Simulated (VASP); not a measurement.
# Ba2NiTeO6: structure and properties in VASP, part 2 of 2

What structure does Ba2NiTeO6 take at this level, and what are its properties? The start is a cell from a database of measured crystal structures.

VASP 6.6.1; PBEsol, DFT+U (Ni d 4 eV), spin-polarised from an antiferromagnetic start; plane waves and PAW (Ba_sv, Ni, Te, O).

Still holding for the runs below: The magnetic state follows from one typed start and may not be the lowest.

So far, gap on the k-mesh (eV): step 2 (full relaxation (PBEsol + U)) 2.58; step 3 (single point with fields (PBEsol + U)) 2.58. The relaxed cell has a = 5.789, c = 28.511 Å (conventional setting).

### 4. Bands along the symmetry lines (PBEsol + U) (continued)

Both spin channels agree. Electronic bands along the path, in eV, zero at the valence-band top; v1 is the highest filled band, c1 the lowest empty one:

```
          point     v4     v3     v2     v1    c1    c2    c3    c4
              Γ  -0.24  -0.06  -0.05  -0.05  2.62  3.36  3.36  3.70
0.45 of the way  -0.22  -0.21  -0.13  -0.03  2.73  3.37  3.56  4.03
              L  -0.22  -0.17  -0.09  -0.02  2.61  3.38  3.95  4.57
0.55 of the way  -0.20  -0.19  -0.16  -0.13  2.62  3.32  4.00  4.69
             B1  -0.25  -0.20  -0.15  -0.12  2.62  3.30  4.04  4.73
      jump to B  -0.25  -0.20  -0.15  -0.12  2.62  3.30  4.04  4.73
0.55 of the way  -0.22  -0.13  -0.12  -0.06  2.75  3.36  3.81  3.97
              Z  -0.19  -0.18  -0.01  -0.01  2.95  3.37  3.37  3.60
0.55 of the way  -0.22  -0.09  -0.03  -0.03  2.76  3.37  3.37  3.66
              Γ  -0.24  -0.06  -0.05  -0.05  2.62  3.36  3.36  3.70
0.55 of the way  -0.22  -0.19  -0.16  -0.10  2.68  3.35  3.80  4.30
              X  -0.25  -0.20  -0.15  -0.13  2.62  3.30  4.04  4.74
      jump to Q  -0.25  -0.20  -0.15  -0.13  2.62  3.30  4.04  4.74
0.55 of the way  -0.25  -0.17  -0.12  -0.06  2.60  3.34  4.01  4.63
              F  -0.26  -0.13  -0.10  -0.01  2.58  3.37  3.98  4.56
0.55 of the way  -0.26  -0.13  -0.10  -0.01  2.58  3.37  3.98  4.56
             P1  -0.25  -0.14  -0.10   0.00  2.59  3.38  3.97  4.55
0.45 of the way  -0.20  -0.18  -0.12  -0.01  2.73  3.37  3.81  4.00
              Z  -0.19  -0.18  -0.01  -0.01  2.95  3.37  3.37  3.60
      jump to L  -0.22  -0.17  -0.09  -0.02  2.61  3.38  3.95  4.57
0.55 of the way  -0.23  -0.15  -0.10  -0.01  2.60  3.38  3.96  4.57
              P  -0.25  -0.14  -0.10   0.00  2.59  3.38  3.97  4.55
```

Of the projections kept (Ba, Ni, Te, O), the largest for each band there; the rest of the weight can lie on other orbitals:

```
point      v4      v3      v2      v1       c1       c2       c3      c4
    Γ  O 0.96  O 1.00  O 0.73  O 0.73   O 0.52  Ni 0.82  Ni 0.82  O 0.61
    L  O 0.94  O 0.69  O 0.70  O 0.74  Ni 0.70  Ni 0.82   O 0.62  O 0.50
   B1  O 0.63  O 0.73  O 0.76  O 0.72  Ni 0.70  Ni 0.84   O 0.62  O 0.51
    B  O 0.64  O 0.73  O 0.76  O 0.72  Ni 0.70  Ni 0.84   O 0.62  O 0.51
    Z  O 0.92  O 1.00  O 0.76  O 0.76   O 0.55  Ni 0.82  Ni 0.82  O 0.63
    Γ  O 0.96  O 1.00  O 0.73  O 0.73   O 0.52  Ni 0.82  Ni 0.82  O 0.61
```

The path finds the gap of the mesh within 0.02 eV, so the mesh comes close to both band edges.

### 5. Density of states (PBEsol + U)

Here the states are counted by energy and projected on the atoms. The mesh is finer than in the run before.

Contents of INCAR:

```
SYSTEM = Ba2NiTeO6
PREC = Accurate
ENCUT = 520
EDIFF = 1E-06
NELM = 100
ISMEAR = -5
SIGMA = 0.05
LREAL = .FALSE.
ALGO = Normal
GGA = PS
NBANDS = 126
ISPIN = 2
MAGMOM = 0.001 -0.001 -0.007 0.007 1.674 -1.674 0 0 0.049 0.049 0.049 -0.049 -0.049 -0.049 -0.021 -0.021 -0.021 0.021 0.021 0.021
LDAU = .TRUE.
LDAUTYPE = 2
LDAUL = -1 2 -1 -1
LDAUU = 0 4 0 0
LDAUJ = 0 0 0 0
LDAUPRINT = 1
LASPH = .TRUE.
LMAXMIX = 4
LORBIT = 11
LWAVE = .FALSE.
LCHARG = .FALSE.
KPAR = 8
NEDOS = 2001
```

Contents of POSCAR:

```
Ba2NiTeO6
1.0
   -2.8944305728      5.0133008111      0.0000000000
    2.8944305728      5.0133008111      0.0000000000
   -2.8944305728     -1.6711002703     -9.5038169931
Ba Ni Te O
4 2 2 12
Direct
    0.2848420372      0.4303159256      0.1454738884
    0.7151579628      0.5696840744      0.8545261116
    0.1256105459      0.7487789083      0.6231683624
    0.8743894541      0.2512210917      0.3768316376
    0.4067849640      0.1864300719      0.7796451079
    0.5932150360      0.8135699281      0.2203548921
    0.5000000000      0.0000000000      0.5000000000
    0.0000000000      0.0000000000      0.0000000000
    0.1514503307      0.2365863411      0.6246230129
    0.6119633282      0.2365863411      0.6246230129
    0.6119633282      0.7760733436      0.6246230129
    0.8485496693      0.7634136589      0.3753769871
    0.3880366718      0.2239266564      0.3753769871
    0.3880366718      0.7634136589      0.3753769871
    0.2751979525      0.9218708170      0.1189395865
    0.8029312305      0.9218708170      0.1189395865
    0.8029312305      0.3941375390      0.1189395865
    0.7248020475      0.0781291830      0.8810604135
    0.1970687695      0.6058624610      0.8810604135
    0.1970687695      0.0781291830      0.8810604135
```

Contents of KPOINTS:

```
Automatic mesh
0
Gamma
8 8 8
0 0 0
```

PAW data sets: Ba_sv, Ni, Te and O (PBE family, release 64).

The run is started by

```console
$ mpirun -np 8 vasp_std
```

It took 10 min on 8 MPI ranks of AMD EPYC 9R45, shared host; peak memory 22 GiB.

Numbers from this step:

```
irreducible k-points : 65
Fermi energy         : 3.681 eV
pressure             : 0.01531 GPa
valence top at k     : 0, 0.375, 0.25
gap on the k-mesh    : 2.582 eV
```

The density of states has structure finer than the step of the table below, so its rows give means over 1 eV, whole bins alone (the curve runs from -12.0 to 5.42 eV). Peaks (eV: height): total -10.3: 51.7, -10.1: 42.3, -5.7: 41.3, -0.1: 41.5; O p -5.7: 15.6, -0.9: 18.1, -0.6: 10.9, -0.1: 24.4; Ni d -5.7: 8.16, -3.5: 10.4, -0.1: 7.90, 3.3: 13.2; Ba d -2.9: 0.355, -1.4: 0.434, -0.2: 0.397, 4.0: 0.561; Te p -6.0: 3.07, -5.7: 5.95, -5.4: 2.15, -5.0: 3.66.

States under -12.0 eV and over 5.4 eV are left out; both spin channels agree and are summed. Table of density of states by energy, zero at the valence-band top; means over each step; 7 of 10 lines; values in states/eV/cell:

```
energy (eV)   total     O p     Ni d     Ba d     Te p     Ba p     Te s
        -11    3.56   0.112  0.00932  0.00129  0.00665     2.82   0.0879
        -10    20.6   0.342   0.0245  0.00539   0.0280     17.7    0.191
         -9    3.83   0.632   0.0825  0.00501  0.00129    0.509     1.11
         -8  0.0927  0.0132   3.9e-4   1.4e-4   7.6e-6   0.0166   0.0271
         -7       0       0        0        0        0        0        0
         -6    6.37    2.42     1.08   0.0304    0.942   0.0769  0.00865
         -5    5.99    2.31    0.556   0.0571     1.00    0.164  0.00132
         -4    8.19    2.46     3.16   0.0613    0.225    0.119   0.0145
         -3    13.8    5.10     4.25    0.165   0.0935    0.300   0.0183
         -2    17.5    9.05     2.55    0.292   0.0881    0.308   0.0236
         -1    22.0    12.5     2.92    0.311   0.0528    0.336   0.0134
          0    10.4    6.28     1.69   0.0970   0.0280   0.0596  0.00731
          1       0       0        0        0        0        0        0
          2       0       0        0        0        0        0        0
          3    4.16   0.681     2.57   0.0358   0.0446  0.00646    0.235
          4    3.13    1.27    0.345    0.117   0.0140   0.0177    0.593
```

The gap on this mesh is 2.58 eV. In the top eV of the valence band the largest shares in the PAW spheres are O p 59 % and Ni d 15 %. The rest lies in smaller channels or between the spheres.

### 6. What came out

```yaml
relaxed_volume: 13.79 Å³/atom
relaxed_conventional_cell_a_b_c: 5.789, 5.789, 28.511 Å; angles 90.0, 90.0, 120.0°
space_group_after_relaxing_within_0p02_a: R-3m (No. 166)
moment_of_the_cell_8x8x8_mesh: 0 μB
largest_site_moment_8x8x8_mesh: 1.67 μB on Ni5
band_gap: 2.58 eV, indirect (least direct gap of that run 2.59 eV)
gap_among_the_points_of_the_dos_mesh_alone_an_upper_bound: 2.58 eV
```

What this shows: With PBEsol + U, Ba2NiTeO6 relaxes to 13.79 Å³/atom in space group R-3m, has an indirect gap of 2.58 eV and keeps moments of up to 1.67 μB (8×8×8 mesh). Against the listed cell the volume lies -0.6 % (a -0.1 %, c -0.3 %). Bands along the symmetry lines (PBEsol + U): The path shows a nearly direct (within 0.01 eV) gap of 2.58 eV (valence top between P1 and Z, conduction bottom at F). Spin-orbit coupling is left out, and with elements this heavy it would split and shift bands near the edges, and it can change the kind of a small gap. Only the typed magnetic starts were tried, so the magnetic ground state may differ and with it the other results. No search among competing phases was made, and a listed structure need not be the one stable at ambient conditions. All values are for a static lattice at zero temperature.

[Lines on the potential files, build, host, timing and source positions are cut from VASP's logs without a mark.]

[Logs are printed without paths, hosts, clocks, repeated set-up lines and the standing remarks that a program may print on its own settings, such as how far it seeks lower states.]

[Hosts, paths, dates, database ids (printed as entryN), source tags and the programs' standing remarks are cut or masked in the printed files.]

[A measured line is paired with the nearest computed mode of its activity, which favours agreement.]
